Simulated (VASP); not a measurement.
Input:

```xyz
1
Lattice="-1.6173 1.6173 2.4829 1.6173 -1.6173 2.4829 1.6173 1.6173 -2.4829" Properties=species:S:1:pos:R:3 pbc="T T T"
In     0.0000     0.0000     0.0000
```

Level of theory: TPSS meta-GGA, VASP's PBE PAW potentials (set 64) (plane waves; VASP 6.6.1). Run with 520 eV cut-off, 18×18×18 Γ-centred mesh, tetrahedra with Blöchl corrections, potentials In_d.

Give the energies of bands 6 to 9 at the high-symmetry points, in eV from the Fermi level.

```
band      Γ      X      P      N      M      S      R
----  -----  -----  -----  -----  -----  -----  -----
6     -9.64  -1.95  -1.16  -4.31  -3.03  -2.52  -1.64
7     10.66  -1.59  -0.06  -3.45  -2.77  -1.28  -0.22
8     10.66   3.52  -0.06   7.52   4.86  -0.59   0.08
9     10.85   3.97   1.69   9.38   4.86   6.31   1.25
```

It has no gap at this level: it comes out as a metal or semimetal.

The compound is In in the bct structure. It was relaxed first.
